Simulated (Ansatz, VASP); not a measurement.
# Ga2SeS3 in VASP and in Ansatz

```
Ga Se S
1.0
     3.46385    0.00000    0.00000
     0.00000    3.46385    0.00000
     0.00000    0.00000   10.61681
Ga Se S
2 1 3
Direct
  0.00000 0.00000 0.33928
  0.00000 0.00000 0.66072
  0.00000 0.00000 0.00000
  0.50000 0.50000 0.18173
  0.50000 0.50000 0.50000
  0.50000 0.50000 0.81827
```

Change from the starting cell: species swapped into the Mg3HgAu2 type (P4/mmm, No. 123).

Alike in both runs: task single point; functional PBE; k mesh 6 × 6 × 2; occupations gaussian, width 0.1 eV; no spin polarisation.

```csv
,VASP,Ansatz
version,VASP 6.6.1,Ansatz 0.2.0
potentials or method,"VASP PAW PBE potentials, release 64 (Ga_d, Se, S)","scalar-relativistic, plane waves, PAW"
plane-wave cutoff (eV),520,420
valence electrons in the cell,50,60
```

Ansatz gave:

- gap on the k mesh at the Fermi level (eV): none
- pressure (GPa): -8.2
- largest component of the traceless stress (GPa): 0.50
- rms of the force components (eV/Å): 0.078

Question: Estimate VASP's values.

Answer: gap on the k mesh at the Fermi level (eV): none; pressure (GPa): -8.2; largest component of the traceless stress (GPa): 0.51; rms of the force components (eV/Å): 0.078.

Atom by atom the forces differ by 0.001 eV/Å (rms over components). A gap of «none» marks a metal or a gap that the smearing closes. The two sets of potentials don't hold the same shells in valence.
